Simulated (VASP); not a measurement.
Consider the following.

```
C
1.0
    0.00000     1.73420     1.73420
    1.73420     0.00000     1.73420
    1.73420     1.73420     0.00000
C
2
Direct
  0.00000   0.00000   0.00000
  0.25000   0.25000   0.25000
```

The numbers are results of PBE GGA, VASP's PBE PAW potentials (set 64) (plane waves; VASP 6.6.1), not measurements. Run with 620 eV cut-off, 13×13×13 Γ-centred mesh, Gaussian smearing of 0.050 eV, potentials C.

Predict the energy per atom (σ→0), pressure.

```yaml
energy per atom (σ→0): -9.031 eV/atom
pressure: 44.84 GPa
```

The absolute energy has meaning only against runs of the same code, potentials and settings.

The compound is C in the diamond structure. It was relaxed first under an external pressure of 45 GPa.
